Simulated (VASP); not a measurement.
Data:

```
CELL_PARAMETERS angstrom
      1.35812    -2.35233     0.00000
      1.35812     2.35233     0.00000
      0.00000     0.00000     4.94111
ATOMIC_POSITIONS crystal
  Zn 0.33333 0.66667 0.25000
  Zn 0.66667 0.33333 0.75000
```

All values below come from RPBE GGA, VASP's PBE PAW potentials (set 64) (plane waves; VASP 6.6.1). Settings: 520 eV cut-off, Gaussian smearing of 0.050 eV, potentials Zn.

**Question.** Give the energies of bands 8 to 15 at the high-symmetry points, in eV from the Fermi level.

**Answer.** 
```csv
band,Γ,M,K,A,L,H
8,-7.24,-7.02,-7.16,-7.46,-7.04,-7.36
9,-7.24,-6.87,-7.10,-7.11,-6.86,-7.02
10,-7.02,-6.85,-7.10,-7.11,-6.86,-7.02
11,-7.02,-2.78,-0.13,-7.11,-1.78,0.87
12,-3.36,-2.22,-0.13,-7.11,-1.78,0.87
13,-2.79,2.72,0.07,4.88,0.01,1.75
14,14.01,3.51,4.99,4.88,0.01,1.75
15,16.62,4.04,6.00,17.91,10.20,1.95
```

It has no gap at this level: it comes out as a metal or semimetal.

The compound is Zn in the hcp structure. It was relaxed first.
